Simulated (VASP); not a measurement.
Shape and ions are relaxed at each volume.

Input:

```cif
data_Ti2
_chemical_formula_sum 'Ti2'
_space_group_name_H-M_alt 'P63/mmc'
_space_group_IT_number 194
_space_group_name_Hall '-P 6c 2c'
_cell_length_a 2.89944
_cell_length_b 2.89944
_cell_length_c 4.59508
_cell_angle_alpha 90.000
_cell_angle_beta 90.000
_cell_angle_gamma 120.000
loop_
_atom_site_label
_atom_site_type_symbol
_atom_site_symmetry_multiplicity
_atom_site_Wyckoff_symbol
_atom_site_fract_x
_atom_site_fract_y
_atom_site_fract_z
_atom_site_occupancy
Ti1 Ti 2 c 0.33333 0.66667 0.25000 1
```

Calculation: AM05 GGA, VASP's PBE PAW potentials (set 64) (plane waves; VASP 6.6.1). Run with 520 eV cut-off, 14×14×8 Γ-centred mesh, first-order Methfessel-Paxton smearing of 0.10 eV, potentials Ti_sv.

**Question.** Give the energy at these volumes per atom, relative to the lowest: 15.72, 16.22, 16.72, 17.22, 17.73 Å³.

**Answer.** 24.4, 5.9, 0.0, 5.2, 20.1 meV/atom. A third-order Birch-Murnaghan fit gives B0 = 118 GPa and B0′ = 3.5.

Measured: bulk modulus 108 GPa at 0 K (computed value off by +8.6 %), as given by Vázquez-Parga, Fernández-Martínez, Viñes, J. Chem. Theory Comput. (2023), doi:10.1021/acs.jctc.3c00612, Supporting … [zero-point energy and finite temperature contributions removed].

The compound is Ti in the hcp structure. It was relaxed first, which changed the volume by -5 %.
